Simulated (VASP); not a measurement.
Consider the following.

```
CELL_PARAMETERS angstrom
      1.55045    -2.68545     0.00000
      1.55045     2.68545     0.00000
      0.00000     0.00000     3.43538
ATOMIC_POSITIONS crystal
  Hf 0.00000 0.00000 0.00000
  B  0.33333 0.66667 0.50000
  B  0.66667 0.33333 0.50000
```

These are LDA (Ceperley-Alder, Perdew-Zunger), VASP's LDA PAW potentials (set 64) (plane waves; VASP) values and carry that method's errors. Run with 520 eV cut-off, 13×13×10 Γ-centred mesh, tetrahedra with Blöchl corrections, potentials Hf_pv B.

The cores are frozen, which limits the accuracy of field gradients.

Give the principal components of the electric field gradient (V/Å²) and the asymmetry η at each nucleus.

```csv
atom,Vxx,Vyy,Vzz,η
Hf1,-42.2,-42.2,84.4,0.00
B2,-0.9,-0.9,1.8,0.00
B3,-0.9,-0.9,1.8,0.00
```

The compound is HfB2 in the AlB2 type structure. It was relaxed first.
